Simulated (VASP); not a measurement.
Input:

```yaml
crystal:
  lattice:
    - [0.00000, 3.21098, 3.21098]
    - [3.21098, 0.00000, 3.21098]
    - [3.21098, 3.21098, 0.00000]
  atoms:
    - { symbol: Cd, position: [0.00000, 0.00000, 0.00000] }
    - { symbol: Te, position: [0.25000, 0.25000, 0.25000] }
```

All values below come from LDA (Ceperley-Alder, Perdew-Zunger), VASP's LDA PAW potentials (set 64) (plane waves; VASP 6.6.1). Numerical set-up: 520 eV cut-off, 8×8×8 Γ-centred mesh, tetrahedra with Blöchl corrections, potentials Cd Te.

Question: The job: CdTe (zinc blende), 2 atoms, LDA, static run, 520 eV, 8×8×8 Γ-centred mesh. Roughly how much core time does it take on a busy server core?

Answer: About 10 core-seconds (one run on a shared machine, a rough figure). It had 29 irreducible k-points, 13 bands, up to 1812 plane waves and 13 electronic steps.

The compound is CdTe in the zinc blende structure. It was relaxed first.
